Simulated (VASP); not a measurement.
```xyz
2
Lattice="0.0000 3.4132 3.4132 3.4132 0.0000 3.4132 3.4132 3.4132 0.0000" Properties=species:S:1:pos:R:3 pbc="T T T"
K      0.0000     0.0000     0.0000
I      3.4132     3.4132     3.4132
```

Calculation: LDA (Ceperley-Alder, Perdew-Zunger), VASP's LDA PAW potentials (set 64) (plane waves; VASP). Numerical set-up: 400 eV cut-off, 7×7×7 Γ-centred mesh, Gaussian smearing of 0.010 eV, potentials K_sv I.

Q: Give the electronic dielectric tensor ε∞ (DFPT, local fields included).

A: 
```
3.12  0.00  0.00
0.00  3.12  0.00
0.00  0.00  3.12
```

Q: Give the Born effective charges.

A: 
```json
[
 {"atom": "K1", "Z*xx": "1.11", "Z*yy": "1.11", "Z*zz": "1.11", "mean": "1.11"},
 {"atom": "I2", "Z*xx": "-1.11", "Z*yy": "-1.11", "Z*zz": "-1.11", "mean": "-1.11"}
]
```

The compound is KI in the rock salt structure. It was relaxed first, which changed the volume by -10 %.
